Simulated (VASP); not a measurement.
CoPdO2: single point with r2SCAN+U

CoPdO2:

```
Pd Co O
1.0
     1.41141    0.81488    5.91354
    -1.41141    0.81488    5.91354
     0.00000   -1.62975    5.91354
Pd Co O
1 1 2
Direct
  0.00000 0.00000 0.00000
  0.50000 0.50000 0.50000
  0.11215 0.11215 0.11215
  0.88785 0.88785 0.88785
```

```json
{
  "Program": "VASP 6.6.1",
  "Task": "single point",
  "Functional": "r2SCAN",
  "Potentials or basis": "VASP PAW PBE potentials, release 64 (Pd, Co, O)",
  "Cutoff": "520 eV",
  "k mesh": "7 × 7 × 7",
  "Occupations": "fermi-dirac, width 0.1317 eV",
  "Spin": "collinear spin, typed start",
  "Starting moments": "[5.0, -2.49, 0.0, 0.0] μB",
  "Hubbard terms": "Co d U = 6.43 eV, Pd d U = 0.53 eV",
  "Dipole correction": "no",
  "Further INCAR settings": "ALGO = Normal; EDIFF = 1e-07; NBANDS = 28"
}
```

```
Pressure                                              : 20.1 GPa
Largest force                                         : 2.254 eV/Å
Band gap on the k mesh                                : none (metal or under the smearing width)
Net moment                                            : -2.14 μB per cell
Site moments                                          : Pd +0.03; Co -2.54; O +0.15 μB
Valence electrons inside the program's atomic spheres : Pd 9.42; Co 8.45; O 5.09
```

Forces on the atoms (eV/Å):
```
Pd   0.000  0.000  0.000
Co   0.000  0.000  0.000
O    0.000  0.000 -2.254
O    0.000  0.000  2.254
```

Stress tensor (GPa, compression positive):
```
24.64  0.00  0.00
 0.00 24.64  0.00
 0.00  0.00 10.94
```

Levels at points of the mesh, in eV from the Fermi level:
Spin up:
```
           k point  band 12  band 13  band 14  band 15  band 16  band 17
(0.00, 0.00, 0.00)    -2.27    -2.27    -1.58    -1.58     3.16     5.16
```
Spin down:
| k point | band 13 | band 14 | band 15 | band 16 | band 17 | band 18 | band 19 | band 20 |
| --- | --- | --- | --- | --- | --- | --- | --- | --- |
| (0.00, 0.00, 0.00) | -2.20 | -2.20 | -1.82 | -1.82 | 0.93 | 0.93 | 3.65 | 7.46 |

Eigenvalues of the final occupation matrices:
| site | spin | trace | eigenvalues |
| --- | --- | --- | --- |
| site 1 d | 1 | 4.27 | 0.58 0.89 0.89 0.96 0.96 |
| site 1 d | 2 | 4.23 | 0.66 0.89 0.89 0.90 0.90 |
| site 2 d | 1 | 2.43 | 0.04 0.21 0.21 0.99 0.99 |
| site 2 d | 2 | 4.91 | 0.97 0.97 0.99 0.99 0.99 |

Wall time 18 min on 1 thread of Intel(R) Xeon(R) Platinum 8488C (Sapphire Rapids), on a shared host, peak memory 0.51 GiB.

Caveat: the k mesh is coarse (spacing up to 0.37 Å⁻¹), so the values aren't converged; the PAW data sets were made with another functional, which shifts forces and pressure a little; a cell with one magnetic atom can't hold antiferromagnetic order, which such compounds often take. The state reached can hang on the start; a lower one may exist.
